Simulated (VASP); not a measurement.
## W: single point with PBE

W:

```
W
1.0
    -1.59267    1.59267    1.59267
     1.59267   -1.59267    1.59267
     1.59267    1.59267   -1.59267
W
1
Cartesian
  0.0000 0.0000 0.0000
```

| Property | Result |
| --- | --- |
| Program | VASP 6.6.1 |
| Task | single point |
| Functional | PBE |
| Potentials or basis | VASP PAW PBE potentials, release 64 (W_sv) |
| Cutoff | 520 eV |
| k mesh | 26 × 26 × 26 |
| Occupations | gaussian, width 0.1 eV |
| Spin | no spin polarisation |

```yaml
Pressure: 0.0 GPa
Band_gap_on_the_k_mesh: none (metal or under the smearing width)
```

Levels at points of the mesh, in eV from the Fermi level:
```
           k point  band 3  band 4  band 5  band 6  band 7  band 8  band 9  band 10  band 11
(0.00, 0.00, 0.00)  -37.81  -37.81   -9.53   -1.20   -1.20   -1.20    2.21     2.21    14.47
(0.50, 0.00, 0.00)  -38.20  -37.81   -6.16   -3.48    0.61    2.09    3.05     5.97    10.77
(0.50, 0.50, 0.50)  -38.65  -38.65   -5.69   -5.69    5.02    5.02    5.02     8.09     8.09
```

Run time: 36 s on 1 thread of Intel(R) Xeon(R) Platinum 8488C (Sapphire Rapids) (shared host), peak memory 0.22 GiB.

The run has no spin-orbit coupling, so splittings on W are missing.
